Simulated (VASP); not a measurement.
# Si3Br2 (R-3m) in VASP: single point with PBE

Aim: the single point of Si3Br2 with PBE.

Everything below comes from runs of VASP 6.6.1. Logs are shortened: lines on timing, memory, paths and dates and some standing lists are left out, and cuts for length are marked.

## Step 1: The cell of the first run

Symmetry: R-3m, No. 166, trigonal system. The conventional cell has a = 7.286 Å, b = 7.286 Å, c = 8.924 Å, α = 90.00°, β = 90.00°, γ = 120.00°. Si (site symmetry 2/m) is surrounded by 2 Br at 2.23 Å. Around Br (site symmetry 3m) lie 3 Si at 2.23 Å.

The cell was built by a generator and needn't be a form met in nature.

## Step 2: Single point, PBE (ordered vacancies on the cation sites of cuprite (R-3m, No. 166))

INCAR reads:

```
SYSTEM = Si3Br2
PREC = Accurate
ENCUT = 520
EDIFF = 1E-6
ISMEAR = 0
SIGMA = 0.1
LREAL = .FALSE.
LASPH = .TRUE.
NELM = 100
ALGO = Fast
ISIF = 2
LWAVE = .FALSE.
LCHARG = .FALSE.
GGA = PE
NBANDS = 21
```

KPOINTS reads:

```
regular mesh
0
G
  4 4 4
  0 0 0
```

POSCAR reads:

```
Si3Br2
1.0
    3.6432077400      2.1034069700      2.9746666700
   -3.6432077400      2.1034069700      2.9746666700
    0.0000000000     -4.2068139400      2.9746666700
Si Br
3 2
Direct
    0.0000000000      0.5000000000      0.0000000000
    0.5000000000      0.0000000000      0.0000000000
    0.0000000000      0.0000000000      0.5000000000
    0.7500000000      0.7500000000      0.7500000000
    0.2500000000      0.2500000000      0.2500000000
```

Potentials or basis: VASP PAW PBE potentials, release 64 (Si, Br).

Started as:

```console
> cat potpaw_PBE.64/Si/POTCAR potpaw_PBE.64/Br/POTCAR > POTCAR
> mpirun -np 1 vasp_std > vasp.out
```

OUTCAR:

```text
SYSTEM = Si3Br2
   PREC = Accurate
   ENCUT = 520
   EDIFF = 1E-6
   ISMEAR = 0
   LREAL = .FALSE.
   LASPH = .TRUE.
   NELM = 100
   ISIF = 2
   GGA = PE

 ion  position               nearest neighbor table
   1  0.000  0.500  0.000-   4 2.23   5 2.23
   2  0.500  0.000  0.000-   4 2.23   5 2.23
   3  0.000  0.000  0.500-   4 2.23   5 2.23
   4  0.750  0.750  0.750-   1 2.23   2 2.23   3 2.23
   5  0.250  0.250  0.250-   1 2.23   2 2.23   3 2.23

  LATTYP: Found a simple cubic cell.
 ALAT       =     5.1522738006

  Lattice vectors:

 A1 = (   3.6432077400,   2.1034069700,   2.9746666700)
 A2 = (  -3.6432077400,   2.1034069700,   2.9746666700)
 A3 = (   0.0000000000,  -4.2068139400,   2.9746666700)

Analysis of symmetry for initial positions (statically):
=====================================================================
 Subroutine PRICEL returns:
 Original cell was already a primitive cell.

 Routine SETGRP: Setting up the symmetry group for a
 simple cubic supercell.

 Subroutine GETGRP returns: Found 12 space group operations
 (whereof 12 operations were pure point group operations)
 out of a pool of 48 trial point group operations.

The static configuration has the point symmetry D_3d.

Analysis of symmetry for dynamics (positions and initial velocities):
=====================================================================
 Subroutine PRICEL returns:
 Original cell was already a primitive cell.

 Routine SETGRP: Setting up the symmetry group for a
 simple cubic supercell.

 Subroutine GETGRP returns: Found 12 space group operations
 (whereof 12 operations were pure point group operations)
 out of a pool of 48 trial point group operations.

The dynamic configuration has the point symmetry D_3d.

 Subroutine INISYM returns: Found 12 space group operations
 (whereof 12 operations are pure point group operations),
 and found     1 'primitive' translations

----------------------------------------------------------------------------------------

                                     Primitive cell

  volume of cell :     136.7719

  direct lattice vectors                    reciprocal lattice vectors
     3.643207740  2.103406970  2.974666670     0.137241693  0.079236529  0.112057373
    -3.643207740  2.103406970  2.974666670    -0.137241693  0.079236529  0.112057373
     0.000000000 -4.206813940  2.974666670     0.000000000 -0.158473057  0.112057373

  length of vectors
     5.152273801  5.152273801  5.152273801     0.194089064  0.194089064  0.194089064

  position of ions in fractional coordinates (direct lattice)
     0.000000000  0.500000000  1.000000000
     0.500000000  0.000000000  1.000000000
     1.000000000  1.000000000  0.500000000
     0.750000000  0.750000000  0.750000000
     0.250000000  0.250000000  0.250000000

  ion indices of the primitive-cell ions
   primitive index   ion index
                 1           1
                 2           2
                 3           3
                 4           4
                 5           5

----------------------------------------------------------------------------------------

 KPOINTS: regular mesh

Automatic generation of k-mesh.
 Grid dimensions read from file:
 generate k-points for:    4    4    4

 Generating k-lattice:

  Cartesian coordinates                     Fractional coordinates (reciprocal lattice)
     0.034310423  0.019809132  0.028014343     0.250000000  0.000000000 -0.000000000
    -0.034310423  0.019809132  0.028014343     0.000000000  0.250000000 -0.000000000
     0.000000000 -0.039618264  0.028014343    -0.000000000 -0.000000000  0.250000000

  Length of vectors
     0.048522266  0.048522266  0.048522266

  Shift w.r.t. Gamma in fractional coordinates (k-lattice)
     0.000000000  0.000000000  0.000000000

 Subroutine IBZKPT returns following result:
 ===========================================

 Found     13 irreducible k-points:

 Following reciprocal coordinates:
            Coordinates               Weight
  0.000000  0.000000  0.000000      1.000000
  0.250000 -0.000000 -0.000000      6.000000
  0.500000 -0.000000 -0.000000      3.000000
  0.250000  0.250000 -0.000000      6.000000
 -0.250000  0.250000  0.000000      6.000000
  0.500000  0.250000 -0.000000     12.000000
  0.500000  0.500000 -0.000000      3.000000
  0.250000  0.250000  0.250000      2.000000
 -0.250000  0.250000  0.250000      6.000000
  0.500000  0.250000  0.250000      6.000000
 -0.250000  0.500000  0.250000      6.000000
  0.500000  0.500000  0.250000      6.000000
  0.500000  0.500000  0.500000      1.000000
   k-points           NKPTS =     13   k-points in BZ     NKDIM =     13   number of bands    NBANDS=     21
   number of dos      NEDOS =    301   number of ions     NIONS =      5
   total plane-waves  NPLWV =  64000
   dimension x,y,z NGX =    40 NGY =   40 NGZ =   40
   dimension x,y,z NGXF=    80 NGYF=   80 NGZF=   80
   ions per type =               3   2
   NGX,Y,Z   is equivalent  to a cutoff of  12.91, 12.91, 12.91 a.u.
   NGXF,Y,Z  is equivalent  to a cutoff of  25.81, 25.81, 25.81 a.u.
 SYSTEM =  Si3Br2
   PREC   = accura    normal or accurate (medium, high low for compatibility)
   ISTART =      0    job   : 0-new  1-cont  2-samecut
   ICHARG =      2    charge: 1-file 2-atom 10-const
   ISPIN  =      1    spin polarized calculation?
   LNONCOLLINEAR =      F non collinear calculations
   LSORBIT =      F    spin-orbit coupling
   LASPH  =      T    aspherical Exc in radial PAW
   ENCUT  =  520.0 eV  38.22 Ry    6.18 a.u.   9.58  9.58  9.58*2*pi/ulx,y,z
   NELM   =    100;   NELMIN=  2; NELMDL= -5     # of ELM steps
   EDIFF  = 0.1E-05   stopping-criterion for ELM
   LREAL  =      F    real-space projection
   EDIFFG = 0.1E-04   stopping-criterion for IOM
   NSW    =      0    number of steps for IOM
   IBRION =     -1    ionic relax: 0-MD 1-quasi-New 2-CG
   NFREE  =      0    steps in history (QN), initial steepest desc. (CG)
   ISIF   =      2    stress and relaxation
   ISYM   =      2    0-nonsym 1-usesym 2-fastsym
   POTIM  = 0.5000    time-step for ionic-motion
   TEBEG  =    0.0;   TEEND  =   0.0 temperature during run
   PSTRESS=    0.0 pullay stress
   NELECT =      26.0000    total number of electrons
   NUPDOWN=      -1.0000    fix difference up-down
   EMIN   =  10.00;   EMAX   =-10.00  energy-range for DOS
   EFERMI =   0.00;   METHOD = LEGACY
   ISMEAR =     0;   SIGMA  =   0.10  broadening in eV -4-tet -1-fermi 0-gaus
   EFERMI_NEDOS =   21; number of points for ismear=-14 and -15
   IALGO  =     68    algorithm
   IMIX   =      4    mixing-type and parameters
     AMIX     =   0.40;   BMIX     =  1.00
     AMIX_MAG =   1.60;   BMIX_MAG =  1.00
  volume/ion in A,a.u.               =      27.35       184.60
  Fermi-wavevector in a.u.,A,eV,Ry     =   0.941312  1.778822 12.055696  0.886069
  Thomas-Fermi vector in A             =   2.068811
   LORBIT       =      0    0 simple, 1 ext, 2 COOP (PROOUT), +10 PAW based schemes
   GGA     = PE    functional components
   LHFCALC =     F    Hartree Fock is set to
   AEXX    =    0.0000 exact exchange contribution
   IVDW    =     0    specifies the selected vdW correction
   LEPSILON=     F    determine dielectric tensor
   LRPA    =     F    only Hartree local field effects (RPA)
 non-spin polarized calculation
 RMM-DIIS sequential band-by-band and
 Gauss-broadening in eV      SIGMA  =   0.10
  energy-cutoff  :      520.00
  volume of cell :      136.77
 maximum number of plane-waves:      3743
 NGX is ok and might be reduce to    40
   NGX = 19   NGY = 19   NGZ = 19

 number of electron      26.0000003 magnetization

 Free energy of the ion-electron system (eV)
  ---------------------------------------------------
  ext. energy  EPLUGINS =         0.00000000
  ---------------------------------------------------
  free energy    TOTEN  =       -10.77193045 eV

  energy without entropy =      -10.75553355  energy(sigma->0) =      -10.76373200

 E-fermi :   3.6505     XC(G=0):  -8.4243

 val. band max:        3.6354088026   @ k =   0.5000   0.5000   0.2500
 cond. band min:       3.7475607783   @ k =   0.5000   0.2500   0.2500
 fundamental gap:      0.1121519757
 Fermi energy:         3.6504856944

 k-point     1 :       0.0000    0.0000    0.0000
  band No.  band energies     occupation
      1     -14.8976      2.00000
      2     -14.5067      2.00000
      3      -5.8118      2.00000
      4      -5.8118      2.00000
      5      -3.8206      2.00000
      6      -3.8206      2.00000
[... 13 lines left out ...]
     20       8.0315      0.00000
     21       8.2378      0.00000

 k-point     2 :       0.2500   -0.0000   -0.0000
  band No.  band energies     occupation
      1     -14.8402      2.00000
      2     -14.5546      2.00000
      3      -5.7522      2.00000
      4      -5.7468      2.00000
      5      -4.6127      2.00000
      6      -3.8942      2.00000
[... 13 lines left out ...]
     20       8.3840      0.00000
     21       8.6289      0.00000

 k-point     3 :       0.5000   -0.0000   -0.0000
  band No.  band energies     occupation
      1     -14.7410      2.00000
      2     -14.6442      2.00000
      3      -5.6752      2.00000
      4      -5.5711      2.00000
      5      -5.1912      2.00000
      6      -3.9758      2.00000
[... 13 lines left out ...]
     20       8.8492      0.00000
     21       9.3083      0.00000

 k-point     4 :       0.2500    0.2500   -0.0000
  band No.  band energies     occupation
      1     -14.8146      2.00000
      2     -14.5640      2.00000
      3      -6.0863      2.00000
      4      -5.5918      2.00000
      5      -4.6002      2.00000
      6      -3.8231      2.00000
[... 13 lines left out ...]
     20       8.4354      0.00000
     21       9.0374      0.00000

 k-point     5 :      -0.2500    0.2500    0.0000
  band No.  band energies     occupation
      1     -14.7730      2.00000
      2     -14.6103      2.00000
      3      -5.9103      2.00000
      4      -5.2964      2.00000
      5      -5.2480      2.00000
      6      -3.8669      2.00000
[... 13 lines left out ...]
     20       8.6910      0.00000
     21       9.0502      0.00000

 k-point     6 :       0.5000    0.2500   -0.0000
  band No.  band energies     occupation
      1     -14.7256      2.00000
      2     -14.6415      2.00000
      3      -6.1027      2.00000
      4      -5.5356      2.00000
      5      -4.9108      2.00000
      6      -3.8899      2.00000
[... 13 lines left out ...]
     20       8.5378      0.00000
     21       9.2026      0.00000

 k-point     7 :       0.5000    0.5000   -0.0000
  band No.  band energies     occupation
      1     -14.7090      2.00000
      2     -14.6399      2.00000
      3      -6.3244      2.00000
      4      -5.6280      2.00000
      5      -4.6853      2.00000
      6      -3.8295      2.00000
[... 13 lines left out ...]
     20       9.0201      0.00000
     21       9.2010      0.00000

 k-point     8 :       0.2500    0.2500    0.2500
  band No.  band energies     occupation
      1     -14.8157      2.00000
      2     -14.5439      2.00000
      3      -5.9934      2.00000
      4      -5.9934      2.00000
      5      -3.9802      2.00000
      6      -3.9802      2.00000
[... 13 lines left out ...]
     20       8.5733      0.00000
     21       9.8704      0.00000

 k-point     9 :      -0.2500    0.2500    0.2500
  band No.  band energies     occupation
      1     -14.7432      2.00000
      2     -14.6235      2.00000
      3      -6.0125      2.00000
      4      -5.6664      2.00000
      5      -4.8446      2.00000
      6      -3.9218      2.00000
[... 13 lines left out ...]
     20       8.2872      0.00000
     21       8.8520      0.00000

 k-point    10 :       0.5000    0.2500    0.2500
  band No.  band energies     occupation
      1     -14.7528      2.00000
      2     -14.5948      2.00000
      3      -6.0634      2.00000
      4      -5.9084      2.00000
      5      -4.4480      2.00000
      6      -4.0912      2.00000
[... 13 lines left out ...]
     20       8.7351      0.00000
     21       8.9032      0.00000

 k-point    11 :      -0.2500    0.5000    0.2500
  band No.  band energies     occupation
      1     -14.6972      2.00000
      2     -14.6528      2.00000
      3      -6.1392      2.00000
      4      -5.7872      2.00000
      5      -4.6803      2.00000
      6      -3.9262      2.00000
[... 13 lines left out ...]
     20       8.9729      0.00000
     21       9.4518      0.00000

 k-point    12 :       0.5000    0.5000    0.2500
  band No.  band energies     occupation
      1     -14.7359      2.00000
      2     -14.5944      2.00000
      3      -6.2283      2.00000
      4      -5.9046      2.00000
      5      -4.4292      2.00000
      6      -4.0089      2.00000
[... 13 lines left out ...]
     20       8.9790      0.00000
     21       9.1134      0.00000

 k-point    13 :       0.5000    0.5000    0.5000
  band No.  band energies     occupation
      1     -14.7502      2.00000
      2     -14.5615      2.00000
      3      -6.1168      2.00000
      4      -6.1168      2.00000
      5      -4.2017      2.00000
      6      -4.2017      2.00000
[... 13 lines left out ...]
     20       9.0386      0.00000
     21       9.0387      0.00000

------------------------ aborting loop because EDIFF is reached ----------------------------------------

  FORCE on cell =-STRESS in cart. coord.  units (eV):
  Direction    XX          YY          ZZ          XY          YZ          ZX
  --------------------------------------------------------------------------------------
  -------------------------------------------------------------------------------------
  Total       20.5189533     20.5189533     -3.5217766      0.0000000     -0.0000000      0.0000000
  in kB      240.3637565    240.3637566    -41.2549038      0.0000000     -0.0000000      0.0000000
  external PRESSURE =     146.4908698 kB  Pullay stress =       0.0000000 kB

 VOLUME and BASIS-vectors are now :
 -----------------------------------------------------------------------------
  energy-cutoff  :      520.00
  volume of cell :      136.77
      direct lattice vectors                 reciprocal lattice vectors
     3.643207740  2.103406970  2.974666670     0.137241693  0.079236529  0.112057373
    -3.643207740  2.103406970  2.974666670    -0.137241693  0.079236529  0.112057373
     0.000000000 -4.206813940  2.974666670     0.000000000 -0.158473057  0.112057373

 POSITION                                       TOTAL-FORCE (eV/Angst)
 -----------------------------------------------------------------------------------
     -1.82160      1.05170      1.48733        -0.000000     -0.000000      0.000000
      1.82160      1.05170      1.48733         0.000000      0.000000      0.000000
      0.00000     -2.10341      1.48733        -0.000000     -0.000000      0.000000
      0.00000      0.00000      6.69300        -0.000000     -0.000000     -3.441451
      0.00000      0.00000      2.23100        -0.000000     -0.000000      3.441451
 -----------------------------------------------------------------------------------
    total drift:                               -0.000000      0.000000     -0.000000

  FREE ENERGIE OF THE ION-ELECTRON SYSTEM (eV)
  ---------------------------------------------------
  free  energy   TOTEN  =       -10.7719304471 eV

  energy  without entropy=      -10.7555335467  energy(sigma->0) =      -10.76373200
```

Wall time 50 s (1 thread of AMD EPYC 7R43 (Zen 3), shared host); peak memory 0.2 GiB.

Results:

```
Free energy            : -10.7719 eV
Pressure               : 14.6 GPa
Largest force          : 3.441 eV/Å
Band gap on the k mesh : none (metal or under the smearing width)
```

Forces on the atoms (eV/Å):
```
Si   0.000  0.000  0.000
Si   0.000  0.000  0.000
Si   0.000  0.000  0.000
Br   0.000  0.000 -3.441
Br   0.000  0.000  3.441
```

Stress tensor (GPa, compression positive):
```
24.04  0.00  0.00
 0.00 24.04  0.00
 0.00  0.00 -4.13
```

Caveat: forces of over 1 eV/Å show positions far from the minimum, so gaps and moduli don't describe the material at rest.
